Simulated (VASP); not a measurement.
```
CELL_PARAMETERS angstrom
      0.00000     1.97234     1.97234
      1.97234     0.00000     1.97234
      1.97234     1.97234     0.00000
ATOMIC_POSITIONS crystal
  Rh 0.00000 0.00000 0.00000
```

The numbers are results of vdW-DF2, VASP's PBE PAW potentials (set 64) (plane waves; VASP), not measurements. Settings: 520 eV cut-off, Gaussian smearing of 0.050 eV, potentials Rh_pv.

Task: What does the run give for the band gap (along the path) with the smallest direct gap where there is one?

Result: 
- band gap (along the path) = none (metal, semimetal or under 0.01 eV)

Only differences to runs with the same potentials and settings are physical.

The compound is Rh in the fcc structure. It was relaxed first, which changed the volume by +12 %.
